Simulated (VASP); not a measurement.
OSZICAR of a VASP run on Cd31CuTe31:

OSZICAR:
```
       N       E                     dE             d eps       ncg     rms          rms(c)
DAV:   1    -0.146204451393E+03   -0.14620E+03   -0.10242E-04  1640   0.318E-02    0.162E-02
RMM:   2    -0.146204444452E+03    0.69403E-05   -0.30639E-05  1382   0.130E-02    0.838E-03
RMM:   3    -0.146204442908E+03    0.15444E-05   -0.11570E-05  1209   0.709E-03    0.382E-03
RMM:   4    -0.146204442773E+03    0.13497E-06   -0.57691E-06  1191   0.451E-03
   1 F= -.14620444E+03 E0= -.14620444E+03  d E =-.530034E-06  mag=     2.0000
```

Question: Which electronic solver shows in the log?

Answer: It is blocked Davidson (ALGO = Normal, or the opening steps of other solvers) and then RMM-DIIS (ALGO = Fast or VeryFast). The INCAR had ALGO = Fast.

Question: How was spin treated?

Answer: Collinear spin (ISPIN = 2): the summary line carries one mag value, 2.00 μB in the cell.

Question: Can the final energy be trusted as converged?

Answer: Self-consistency was reached. It stopped with EDIFF = 1E-6, NELM = 100 (PBE GGA, plane waves, VASP's PBE PAW potentials (set 64)). The cell is charged, with a uniform compensating background.  The supercell is sampled at Γ alone, which is coarse: total energies, pressure and levels can be off, energies of defects by several tenths of an eV.

The cell is a supercell with a defect, built from CdTe (zinc blende): Cu_Cd-vac_Te, charge -1. The total moment is imposed (NUPDOWN), so this need not be the lowest spin state.
